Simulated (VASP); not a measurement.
These are PBE GGA, VASP's PBE PAW potentials (set 64) (plane waves; VASP) values and carry that method's errors.

Input for VASP

### INCAR
```
# general
SYSTEM   =  NiSb
PREC     =  Accurate
ENCUT    =  400
LREAL    =  .FALSE.
LASPH    =  .TRUE.

# electronic loop
EDIFF    =  1E-6
NELM     =  100
ALGO     =  Normal
LMAXMIX  =  4

# smearing
ISMEAR   =  1
SIGMA    =  0.1

# functional
GGA      =  PE

# ions
IBRION   =  2
NSW      =  60
ISIF     =  3
EDIFFG   =  -0.02

# output
LWAVE    =  .FALSE.
LCHARG   =  .FALSE.
```

File KPOINTS:
```
K-points
0
G
8 8 6
```

**POSCAR**
```
NiSb
1
    1.9824496483    -3.4337036818    -0.0000000000
    1.9824496483     3.4337036818     0.0000000000
    0.0000000000    -0.0000000000     5.1797794394
Ni Sb
2 2
Direct
  0.0000000000   0.0000000000   0.5000000000
  0.0000000000   0.0000000000   0.0000000000
  0.3333330000   0.6666670000   0.2500000000
  0.6666670000   0.3333330000   0.7500000000
```

POTCAR, in this order: Ni Sb (PBE.64 set). Program: vasp_std.

### Question
What will the output report for the number of irreducible k-points (NKPTS), number of bands (NBANDS), largest plane-wave count, number of space-group operations, FFT grid (NGX, NGY, NGZ)?

### Answer

```json
{
  "number of irreducible k-points (NKPTS)": "40",
  "number of bands (NBANDS)": "19",
  "largest_plane_wave_count": "1299",
  "number_of_space_group_operations": "24",
  "FFT grid (NGX, NGY, NGZ)": "28 × 28 × 36"
}
```

The compound is NiSb in the NiAs type structure. This run relaxes it. Symmetry was kept, so distortions that lower it aren't found. The start is the result of an earlier pass. The run is not spin-polarised, so no magnetic state was tried.
